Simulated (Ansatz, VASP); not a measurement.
**Al3Sb2P: VASP beside Ansatz**

```
Al Sb P
1.0
     2.58822    1.49431    5.48649
    -2.58822    1.49431    5.48649
     0.00000   -2.98862    5.48649
Al Sb P
3 2 1
Direct
  0.84707 0.84707 0.84707
  0.15293 0.15293 0.15293
  0.50000 0.50000 0.50000
  0.32956 0.32956 0.32956
  0.67044 0.67044 0.67044
  0.00000 0.00000 0.00000
```

Alike in both runs: functional PBE; k mesh 6 × 6 × 6; occupations gaussian, width 0.1 eV; no spin polarisation.

Ansatz relaxed the structure, and its values are those at the end. VASP's run is a single point on that final structure, the one shown.

|  | VASP | Ansatz |
| --- | --- | --- |
| version | VASP 6.6.1 | Ansatz 0.2.0 |
| potentials or method | VASP PAW PBE potentials, release 64 (Al, Sb, P) | scalar-relativistic, plane waves, PAW |
| plane-wave cutoff (eV) | 520 | 420 |
| valence electrons in the cell | 24 | 44 |

```csv
,VASP,Ansatz,Ansatz less VASP
gap on the k mesh at the Fermi level (eV),none,none,-
pressure (GPa),-0.1,0.0,+0.02
```

A gap of «none» marks a metal or a gap that the smearing closes. The two sets of potentials don't hold the same shells in valence.

Spin-orbit coupling is left out, which matters for the levels of Sb.
